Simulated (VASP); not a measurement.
# Initial- and final-state core-level shifts of Cu3Os2, part 4 of 4

Which atoms of Cu3Os2 bind their core electrons more tightly, and does the hole change the order?

VASP 6.6.1, plane waves and PAW; the level of theory is named at each step.

So far. Step 4 (Core hole, atom Os4, shell 4f): This is the reference for holes on Os. Step 5 (Core hole, atom Os3, shell 4f): Against the hole on Os4 the energy differs by +0.00 eV.

### Step 6. Core hole, atom Cu9, shell 2p (continued)

Level of this step: final-state core hole with the electron kept at the Fermi level, PBE; plane waves and PAW (Cu, Os, Cu) (VASP).

From OUTCAR (step 6):

```text
 POSITION                                       TOTAL-FORCE (eV/Angst)
 -----------------------------------------------------------------------------------
      5.13360      1.48194     13.30436         0.000000      0.000000     -0.313596
      0.00000      0.00000     15.50939         0.000000     -0.037924      0.386372
      2.56680      0.00000     15.50939         0.000000      0.000000      0.011190
      1.28340      2.22291     15.50939         0.032843      0.018962      0.386372
      3.85020      2.22291     15.50939        -0.032843      0.018962      0.386372
      5.13360      1.48194      6.87373         0.000000      0.000000     -0.118894
      2.56680      1.48194      6.87373         0.000000      0.005416     -0.056810
      6.41699      3.70485      6.87373         0.004691     -0.002708     -0.056810
      3.85020      3.70485      6.87373        -0.004691     -0.002708     -0.056810
      2.56680      1.48194     13.30436         0.000000     -0.004794     -0.080599
      6.41699      3.70485     13.30436        -0.004152      0.002397     -0.080599
      3.85020      3.70485     13.30436         0.004152      0.002397     -0.080599
      1.28340      0.74097     11.19156         0.073579     -0.042481     -0.155873
      3.85020      0.74097     11.19156        -0.073579     -0.042481     -0.155873
[...]
-----------------------------------------------------------------------------------
    total drift:                               -0.000025     -0.000015      0.002024

  FREE ENERGIE OF THE ION-ELECTRON SYSTEM (eV)
  ---------------------------------------------------
  free  energy   TOTEN  =      -408.4675741017 eV

  energy  without entropy=     -408.3943654111  energy(sigma->0) =     -408.43096976

[... 2 parts as in an earlier step ...]

[... 1 further part left out ...]
[key lines of the parts left out:]
E-fermi :   1.4029
```

This is the reference for holes on Cu.

### Step 7. Core hole, atom Cu13, shell 2p

The same hole on the next atom.

INCAR

```
SYSTEM = Cu3Os2
PREC = Normal
ENCUT = 330
EDIFF = 1E-05
NELM = 120
ISMEAR = 0
SIGMA = 0.1
LREAL = Auto
ALGO = Fast
GGA = PE
NBANDS = 121
LASPH = .TRUE.
LWAVE = .FALSE.
LCHARG = .FALSE.
KPAR = 2
NCORE = 4
ICORELEVEL = 2
CLNT = 1
CLN = 2
CLL = 1
CLZ = 1
ISIF = 0
```

POSCAR

```
Cu3Os2
1.0
    5.1335952314      0.0000000000      0.0000000000
    2.5667976157      4.4458238832      0.0000000000
    0.0000000000      0.0000000000     22.3831259086
Cu Os Cu
1 8 11
Direct
    0.1666666670      0.1666666670      0.5000000000
    0.0000000000      0.0000000000      0.6929055323
    0.5000000000      0.0000000000      0.6929055323
    0.0000000000      0.5000000000      0.6929055323
    0.5000000000      0.5000000000      0.6929055323
    0.8333333330      0.3333333330      0.3070944677
    0.3333333330      0.3333333330      0.3070944677
    0.8333333330      0.8333333330      0.3070944677
    0.3333333330      0.8333333330      0.3070944677
    0.8333333330      0.3333333330      0.5943925810
    0.3333333330      0.3333333330      0.5943925810
    0.8333333330      0.8333333330      0.5943925810
    0.3333333330      0.8333333330      0.5943925810
    0.6666666670      0.1666666670      0.5000000000
    0.1666666670      0.6666666670      0.5000000000
    0.6666666670      0.6666666670      0.5000000000
    0.0000000000      0.0000000000      0.4056074190
    0.5000000000      0.0000000000      0.4056074190
    0.0000000000      0.5000000000      0.4056074190
    0.5000000000      0.5000000000      0.4056074190
```

KPOINTS

```
Automatic mesh
0
Gamma
5 5 1
0 0 0
```

The projector-augmented-wave data sets are Cu, Os and Cu (PBE family, release 64).

Run with:

```
$ mpirun -np 8 vasp_std
```

Log:

```text
[... set-up lines as in an earlier step ...]
 entering main loop
       N       E                     dE             d eps       ncg     rms          rms(c)
DAV:   1     0.152865810101E+04    0.15287E+04   -0.63855E+04  1242   0.146E+03
DAV:   2    -0.725316020445E+02   -0.16012E+04   -0.15189E+04  1210   0.420E+02
DAV:   3    -0.384490303431E+03   -0.31196E+03   -0.28485E+03  1359   0.212E+02
DAV:   4    -0.426821977325E+03   -0.42332E+02   -0.39367E+02  1884   0.774E+01
[...]
RMM:  24    -0.408386334061E+03   -0.23377E-04   -0.10874E-05   909   0.166E-02    0.774E-03
RMM:  25    -0.408386349986E+03   -0.15925E-04   -0.54688E-06   877   0.112E-02    0.427E-03
RMM:  26    -0.408386350525E+03   -0.53871E-06   -0.19766E-06   760   0.435E-03
   1 F= -.40838635E+03 E0= -.40834856E+03  d E =-.755721E-01
```

Run time: 50 s. Hardware: 8 MPI ranks of Intel Xeon Platinum 8375C at 2.90GHz (Ice Lake), shared host; peak memory 1.4 GiB; 6.5 min of CPU time.

OUTCAR, selected parts (step 7):

```text
 POSITION                                       TOTAL-FORCE (eV/Angst)
 -----------------------------------------------------------------------------------
      1.28340      0.74097     11.19156        -0.000000     -0.000000      0.000000
      0.00000      0.00000     15.50939        -0.023902     -0.013800      0.054393
      2.56680      0.00000     15.50939         0.023902     -0.013800      0.054393
      1.28340      2.22291     15.50939        -0.000000      0.027600      0.054393
      3.85020      2.22291     15.50939        -0.000000     -0.000000      0.237843
      5.13360      1.48194      6.87373        -0.023902      0.013800     -0.054393
      2.56680      1.48194      6.87373         0.023902      0.013800     -0.054393
      6.41699      3.70485      6.87373        -0.000000     -0.000000     -0.237843
      3.85020      3.70485      6.87373        -0.000000     -0.027600     -0.054393
      5.13360      1.48194     13.30436        -0.086746      0.050083      0.046255
      2.56680      1.48194     13.30436         0.086746      0.050083      0.046255
      6.41699      3.70485     13.30436        -0.000000     -0.000000     -0.021626
      3.85020      3.70485     13.30436        -0.000000     -0.100166      0.046255
      3.85020      0.74097     11.19156        -0.000000     -0.000000      0.000000
[...]
-----------------------------------------------------------------------------------
    total drift:                                0.000005      0.000003     -0.000000

  FREE ENERGIE OF THE ION-ELECTRON SYSTEM (eV)
  ---------------------------------------------------
  free  energy   TOTEN  =      -408.3863505249 eV

  energy  without entropy=     -408.3107784194  energy(sigma->0) =     -408.34856447

[... 2 parts as in an earlier step ...]

[... 1 further part left out ...]
[key lines of the parts left out:]
E-fermi :   1.3701
```

Against the hole on Cu9 the energy differs by +0.08 eV.

### Step 8. Summary

This step: core-level shifts, PBE; plane waves and PAW (VASP 6.6.1).

This step runs nothing: it gathers the runs above.

A positive shift is a higher binding energy. Cost is wall time times ranks on a shared host. Core-level shifts:

| atom | region | shell | Kohn-Sham level below the Fermi level (eV) | initial-state shift (eV) | final-state shift (eV) | shifts are from | cost (core minutes) |
| --- | --- | --- | --- | --- | --- | --- | --- |
| Os4 | layer 1 | 4f | 47.02 | 0 | 0 | Os4 | 12.67 |
| Os3 | layer 1 | 4f | 47.02 | 0 | -2.33e-5 | Os4 | 12.13 |
| Cu9 | layer 2 | 2p | 915.6 | 0 | 0 | Cu9 | 7.87 |
| Cu13 | layer 3 | 2p | 915.5 | -0.0836 | 0.08241 | Cu9 | 6.67 |

### Step 9. Summary of results

| Property | Result |
| --- | --- |
| Cu13 2p (layer 3), from Cu9 | initial state -0.08 eV, final state +0.08 eV |

What this shows: Against Cu9, Cu13 is shifted by -0.08 eV in the initial state and by +0.08 eV with the hole, a change of sign (energies extrapolated to zero smearing). Os3 has the level of the reference atom in both states, as equivalent sites do. Only these atoms were given a hole, so other sites aren't ranked. The difference of the two pictures holds the screening of the hole, but also the cell's limits: holes repeat 5.1 Å apart, and the electron from the core stays in the cell, where it moves the Fermi energy by -0.05 to +0.08 eV; that is about as much as the final-state shift of Cu13, or more, so there size and sign aren't settled. Cell size, mesh and smearing weren't varied between the hole runs, and no dipole correction was applied to the slab. The other core electrons are frozen, spin-orbit splitting and multiplets are absent, and only shifts between atoms of one element are meaningful. Not tabulated here, as repeats of values shown or as unfit to read for their mesh, reference level or band range: core levels (core hole).

[Lines on the potential files, build, host, timing and source positions are cut from VASP's logs without a mark.]

[Logs are printed without paths, hosts, clocks, repeated set-up lines and the standing remarks that a program may print on its own settings, such as how far it seeks lower states.]

[Hosts, paths, dates, database ids (printed as entryN), source tags and the programs' standing remarks are cut or masked in the printed files.]
